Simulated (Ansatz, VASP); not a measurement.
# NaGeF3: VASP beside Ansatz, part 2 of 3

Wanted: the spread between two codes on one cell, functional and k mesh. The cell is generated by rule, not measured, and may not be a known phase. The cell is taken from a series of runs on this material, whose earlier steps may have relaxed, scaled, displaced or heated it; both programs get it as it stands.

VASP 6.6.1 and Ansatz 0.2.0.

So far: The structure; Ansatz: zone-centre phonons, PBEsol.

## 3. VASP: zone-centre phonons, PBEsol

Level of this step: PBEsol; plane waves and PAW (Na_pv, Ge_d, F); invented cell (VASP).

The same cell, functional and mesh now go to VASP, with its own data sets.

Lines of VASP's logs that name or quote its potential files are left out, and so is its time.

The input, INCAR:

```
SYSTEM = NaGeF3
PREC = Accurate
ENCUT = 600
EDIFF = 1E-08
NELM = 120
ISMEAR = 0
SIGMA = 0.01
LREAL = .FALSE.
ALGO = Normal
GGA = PS
NBANDS = 27
LORBIT = 11
LWAVE = .FALSE.
LCHARG = .FALSE.
ISIF = 2
IBRION = 8
LEPSILON = .TRUE.
LASPH = .TRUE.
GGA_COMPAT = .FALSE.
EFERMI = MIDGAP
KPAR = 2
```

The input, POSCAR:

```
NaGeF3
1.0
    3.5090687778      2.0259618035      2.0012506159
   -3.5090687778      2.0259618035      2.0012506159
    0.0000000000     -4.0519236069      2.0012506160
Na Ge F
1 1 3
Direct
    0.9784066589      0.9784066589      0.9784066589
    0.4833611849      0.4833611849      0.4833611849
    0.5519364826      0.9182624762      0.5519364826
    0.9182624762      0.5519364826      0.5519364826
    0.5519364826      0.5519364826      0.9182624762
```

The input, KPOINTS:

```
Automatic mesh
0
Gamma
6 6 6
0 0 0
```

PAW data sets: Na_pv, Ge_d and F (PBE family, release 64).

Command:

```
$ mpirun -np 2 vasp_std
```

The log of the run:

```text
[banner, memory and clock lines left out]
running    2 mpi-ranks, on    1 nodes
 distrk:  each k-point on    1 cores,    2 groups
 distr:  one band on    1 cores,    1 groups

 POSCAR found type information on POSCAR NaGeF
 POSCAR found :  3 types and       5 ions
|                                                                             |
|               ----> ADVICE to this user running VASP <----                  |
|                                                                             |
|     You enforced a specific xc type in the INCAR file but a different       |
|     [... a line on the potential file left out ...]
|     I HOPE YOU KNOW WHAT YOU ARE DOING!                                     |
|                                                                             |

 LDA part: xc-table for (Slater+PW92), standard interpolation
 POSCAR, INCAR and KPOINTS ok, starting setup
 FFT: planning ... GRIDC
 FFT: planning ... GRID_SOFT
 FFT: planning ... GRID
 WAVECAR not read
 entering main loop
       N       E                     dE             d eps       ncg     rms          rms(c)
DAV:   1     0.524927840070E+03    0.52493E+03   -0.22825E+04  2082   0.313E+03
DAV:   2     0.527507983211E+02   -0.47218E+03   -0.45282E+03  2017   0.843E+02
DAV:   3    -0.213976502614E+02   -0.74148E+02   -0.73414E+02  1907   0.214E+02
DAV:   4    -0.254072363674E+02   -0.40096E+01   -0.40021E+01  2066   0.571E+01
DAV:   5    -0.254968584412E+02   -0.89622E-01   -0.89605E-01  1875   0.847E+00    0.832E+00
DAV:   6    -0.236070722715E+02    0.18898E+01   -0.71997E+00  2608   0.375E+01    0.337E+00
DAV:   7    -0.235747236586E+02    0.32349E-01   -0.36837E-01  1787   0.508E+00    0.188E+00
DAV:   8    -0.235601855362E+02    0.14538E-01   -0.72088E-02  2036   0.635E+00    0.272E-01
DAV:   9    -0.235636370170E+02   -0.34515E-02   -0.24481E-02  2284   0.258E+00    0.151E-01
DAV:  10    -0.235654402096E+02   -0.18032E-02   -0.44542E-03  1903   0.560E-01    0.563E-02
DAV:  11    -0.235656253376E+02   -0.18513E-03   -0.40281E-04  2083   0.384E-01    0.164E-02
DAV:  12    -0.235656436230E+02   -0.18285E-04   -0.73993E-05  2524   0.124E-01    0.584E-03
DAV:  13    -0.235656466528E+02   -0.30297E-05   -0.11522E-05  1833   0.355E-02    0.267E-03
DAV:  14    -0.235656469261E+02   -0.27339E-06   -0.54639E-07  2085   0.770E-03    0.997E-04
DAV:  15    -0.235656469644E+02   -0.38219E-07   -0.68491E-08  1910   0.642E-03    0.170E-04
DAV:  16    -0.235656469656E+02   -0.12005E-08   -0.13508E-08  1575   0.128E-03
   1 F= -.23565647E+02 E0= -.23565647E+02  d E =0.000000E+00
 Linear response reoptimize wavefunctions to high precision
DAV:   1    -0.235656469677E+02   -0.21146E-08   -0.18434E-09  1083   0.450E-04
DAV:   2    -0.235656469676E+02    0.58208E-10   -0.36012E-10   885   0.215E-04
 Linear response G [H, r] |phi>, progress :
  Direction:   1
       N       E                     dE             d eps       ncg     rms
RMM:   1    -0.975134833649E+02   -0.97513E+02    0.11627E+03  1944   0.639E+02
RMM:   2    -0.120951187931E+03   -0.23438E+02   -0.71362E+01  3190   0.675E+01
RMM:   3    -0.121499245729E+03   -0.54806E+00   -0.84471E+00  3674   0.220E+01
RMM:   4    -0.121532305763E+03   -0.33060E-01   -0.61851E-01  3639   0.519E+00
RMM:   5    -0.121540984297E+03   -0.86785E-02   -0.10326E-01  3700   0.171E+00
RMM:   6    -0.121540752484E+03    0.23181E-03   -0.12002E-02  3716   0.579E-01
RMM:   7    -0.121540958510E+03   -0.20603E-03   -0.30914E-03  3730   0.193E-01
RMM:   8    -0.121540879513E+03    0.78997E-04   -0.14310E-04  3767   0.710E-02
RMM:   9    -0.121540902448E+03   -0.22935E-04   -0.12259E-04  3864   0.279E-02
RMM:  10    -0.121540895973E+03    0.64754E-05    0.15839E-05  3940   0.120E-02
RMM:  11    -0.121540896630E+03   -0.65707E-06    0.16789E-05  3843   0.580E-03
RMM:  12    -0.121540898708E+03   -0.20788E-05   -0.32845E-06  3517   0.332E-03
RMM:  13    -0.121540897961E+03    0.74745E-06    0.51176E-06  3044   0.218E-03
RMM:  14    -0.121540898337E+03   -0.37588E-06   -0.44621E-06  2754   0.168E-03
RMM:  15    -0.121540898244E+03    0.92691E-07    0.63835E-06  2623   0.143E-03
RMM:  16    -0.121540898368E+03   -0.12339E-06   -0.41988E-06  2625   0.132E-03
RMM:  17    -0.121540898261E+03    0.10625E-06    0.66634E-06  2618   0.126E-03
RMM:  18    -0.121540898128E+03    0.13374E-06    0.40141E-06  2670   0.125E-03
RMM:  19    -0.121540898613E+03   -0.48536E-06    0.26122E-06  2650   0.124E-03
 Linear response G [H, r] |phi>, progress :
  Direction:   2
       N       E                     dE             d eps       ncg     rms
 LRF_COMMUTATOR internal error: the vector H(1)-e(1) S(1) |phi(0)> is not orthog
 onal to |phi(0)> (1.104676281144454E-004,2.914335439641036E-016)
RMM:   1    -0.100299704633E+03   -0.10030E+03    0.11315E+03  1908   0.635E+02
[...]
RMM:   7    -0.162996232953E+00    0.10925E-05   -0.59350E-07 12492   0.293E-03    0.165E-04
RMM:   8    -0.162995006714E+00    0.12262E-05   -0.13263E-07 13290   0.132E-03    0.122E-04
RMM:   9    -0.162994348459E+00    0.65826E-06   -0.69161E-08 13547   0.636E-04    0.138E-05
RMM:  10    -0.162994334482E+00    0.13976E-07   -0.21968E-08 13325   0.357E-04    0.612E-06
RMM:  11    -0.162994308181E+00    0.26301E-07   -0.23493E-08 13549   0.213E-04    0.333E-06
[...]
RMM:  10    -0.195690697814E+00   -0.92997E-06   -0.34678E-06 13115   0.943E-04    0.663E-05
RMM:  11    -0.195691338510E+00   -0.64070E-06   -0.23486E-06 13618   0.488E-04    0.261E-05
RMM:  12    -0.195691450666E+00   -0.11216E-06   -0.18724E-06 13522   0.261E-04    0.112E-05
RMM:  13    -0.195691536261E+00   -0.85596E-07   -0.14628E-06 13824   0.150E-04    0.627E-06
RMM:  14    -0.195691624934E+00   -0.88673E-07   -0.96417E-07 13753   0.882E-05    0.199E-06
RMM:  15    -0.195691595593E+00    0.29342E-07   -0.56954E-07 13423   0.530E-05    0.225E-06
RMM:  16    -0.195691600963E+00   -0.53706E-08   -0.36241E-07 13394   0.325E-05    0.201E-06
RMM:  17    -0.195691591728E+00    0.92355E-08   -0.22206E-07 11238   0.206E-05    0.281E-06
RMM:  18    -0.195691602748E+00   -0.11021E-07   -0.12926E-07 12776   0.135E-05    0.199E-06
RMM:  19    -0.195691599450E+00    0.32986E-08   -0.81845E-08  9851   0.889E-06    0.234E-06
 first order change of Fermi-energy  -0.11882E-04
 force on displaced ion       2 direction 1 :  -9.147   0.000   0.000
 Born effective charge ion    2 direction 1 :   2.567   0.000  -0.000
 Linear response progress:
  Degree of freedom:   4/  6
       N       E                     dE             d eps       ncg     rms          rms(c)
RMM:   1    -0.193048086171E+00   -0.19305E+00    0.66325E+00  1815   0.454E+01
RMM:   2    -0.198178585579E+00   -0.51305E-02   -0.21966E-02  3206   0.116E+00    0.143E-01
RMM:   3    -0.196971493070E+00    0.12071E-02   -0.24537E-03  3189   0.424E-01    0.867E-02
RMM:   4    -0.196193916294E+00    0.77758E-03   -0.83924E-04  3451   0.222E-01    0.262E-02
RMM:   5    -0.196057913364E+00    0.13600E-03   -0.89511E-05  3675   0.703E-02    0.115E-02
RMM:   6    -0.196024889272E+00    0.33024E-04   -0.13255E-05  3450   0.379E-02    0.205E-03
RMM:   7    -0.196034564241E+00   -0.96750E-05   -0.48972E-06  3544   0.153E-02    0.105E-03
RMM:   8    -0.196038478861E+00   -0.39146E-05   -0.16822E-06  3850   0.736E-03    0.559E-04
RMM:   9    -0.196039285270E+00   -0.80641E-06   -0.78023E-07  3731   0.320E-03    0.258E-04
RMM:  10    -0.196039956824E+00   -0.67155E-06   -0.31999E-07  3584   0.186E-03    0.106E-04
RMM:  11    -0.196041000191E+00   -0.10434E-05   -0.12900E-07  3462   0.123E-03    0.266E-05
RMM:  12    -0.196040923510E+00    0.76682E-07   -0.97191E-08  3636   0.799E-04    0.198E-05
RMM:  13    -0.196040979851E+00   -0.56341E-07    0.12887E-07  3894   0.536E-04    0.146E-05
RMM:  14    -0.196040975155E+00    0.46956E-08    0.14804E-07  3737   0.364E-04    0.183E-05
RMM:  15    -0.196040948677E+00    0.26478E-07    0.11307E-07  3401   0.281E-04    0.284E-05
RMM:  16    -0.196041209782E+00   -0.26110E-06    0.74588E-08  3360   0.266E-04    0.418E-05
RMM:  17    -0.196041007246E+00    0.20254E-06    0.34425E-08  3395   0.182E-04    0.419E-06
RMM:  18    -0.196040990365E+00    0.16880E-07    0.33611E-08  3651   0.125E-04    0.830E-06
RMM:  19    -0.196041048146E+00   -0.57781E-07    0.16466E-08  3369   0.102E-04    0.674E-06
RMM:  20    -0.196041040680E+00    0.74661E-08    0.21896E-08  3580   0.735E-05    0.236E-06
 first order change of Fermi-energy   0.36910E+01
 force on displaced ion       2 direction 3 :  -0.000  -0.000 -20.353
 Born effective charge ion    2 direction 3 :   0.000   0.000   2.225
 Linear response progress:
  Degree of freedom:   5/  6
       N       E                     dE             d eps       ncg     rms          rms(c)
RMM:   1    -0.545950607342E+00   -0.54595E+00    0.59241E-01 13031   0.492E+00
RMM:   2    -0.534747381627E+00    0.11203E-01   -0.30628E-02 10648   0.156E+00    0.134E-01
RMM:   3    -0.536052374348E+00   -0.13050E-02   -0.38987E-03 12150   0.455E-01    0.746E-02
RMM:   4    -0.537345447266E+00   -0.12931E-02   -0.48577E-04 11516   0.136E-01    0.158E-02
RMM:   5    -0.537569007441E+00   -0.22356E-03   -0.43217E-05 12598   0.470E-02    0.574E-03
RMM:   6    -0.537535104130E+00    0.33903E-04   -0.62648E-06 11655   0.179E-02    0.243E-03
RMM:   7    -0.537516606630E+00    0.18497E-04   -0.24037E-07 11989   0.600E-03    0.777E-04
RMM:   8    -0.537522948461E+00   -0.63418E-05   -0.23596E-07 11627   0.258E-03    0.302E-04
RMM:   9    -0.537521402624E+00    0.15458E-05   -0.12665E-08 12793   0.871E-04    0.907E-05
RMM:  10    -0.537520770603E+00    0.63202E-06    0.32692E-09 11589   0.392E-04    0.423E-05
RMM:  11    -0.537520829453E+00   -0.58850E-07   -0.15943E-08 12159   0.142E-04    0.128E-05
RMM:  12    -0.537520995803E+00   -0.16635E-06    0.22741E-09 11860   0.597E-05    0.487E-06
RMM:  13    -0.537520918246E+00    0.77557E-07    0.75650E-10 12963   0.230E-05    0.214E-06
RMM:  14    -0.537520910912E+00    0.73332E-08   -0.29538E-09 12628   0.729E-06    0.728E-07
 first order change of Fermi-energy   0.15277E+00
 force on displaced ion       3 direction 1 :  -6.693   2.813   2.863
 Born effective charge ion    3 direction 1 :  -1.501   0.532   0.537
 Linear response progress:
  Degree of freedom:   6/  6
       N       E                     dE             d eps       ncg     rms          rms(c)
RMM:   1    -0.550094880134E+00   -0.55009E+00    0.56074E-01  7755   0.475E+00
RMM:   2    -0.536098470429E+00    0.13996E-01   -0.24478E-02  6447   0.138E+00    0.127E-01
RMM:   3    -0.537404392122E+00   -0.13059E-02   -0.31421E-03  7269   0.420E-01    0.734E-02
RMM:   4    -0.538647987667E+00   -0.12436E-02   -0.44052E-04  7075   0.141E-01    0.178E-02
RMM:   5    -0.538928920486E+00   -0.28093E-03   -0.40743E-05  7535   0.498E-02    0.734E-03
RMM:   6    -0.538883229245E+00    0.45691E-04   -0.76978E-06  6906   0.189E-02    0.236E-03
RMM:   7    -0.538880443786E+00    0.27855E-05   -0.44003E-07  7136   0.758E-03    0.829E-04
RMM:   8    -0.538873745365E+00    0.66984E-05   -0.17539E-07  7547   0.290E-03    0.418E-04
RMM:   9    -0.538875665200E+00   -0.19198E-05   -0.12883E-08  6884   0.112E-03    0.816E-05
RMM:  10    -0.538876210630E+00   -0.54543E-06   -0.37511E-09  7628   0.423E-04    0.463E-05
RMM:  11    -0.538875943257E+00    0.26737E-06    0.11123E-08  7100   0.181E-04    0.150E-05
RMM:  12    -0.538876006170E+00   -0.62913E-07   -0.68257E-09  7569   0.625E-05    0.541E-06
RMM:  13    -0.538876000885E+00    0.52853E-08   -0.87820E-10  7231   0.249E-05    0.392E-06
 first order change of Fermi-energy  -0.12802E+01
 force on displaced ion       3 direction 3 :   2.866  -1.655  -4.721
 Born effective charge ion    3 direction 3 :   0.754  -0.435  -1.165
 Born effective charges drift removed
 Linear response finished
```

(Part 2 of 3 ends here.)

[Lines on the potential files, build, host, timing and source positions are cut from VASP's logs without a mark.]

[Logs are printed without paths, hosts, clocks, repeated set-up lines and the standing remarks that a program may print on its own settings, such as how far it seeks lower states.]

[Hosts, paths, dates, database ids (printed as entryN), source tags and the programs' standing remarks are cut or masked in the printed files.]
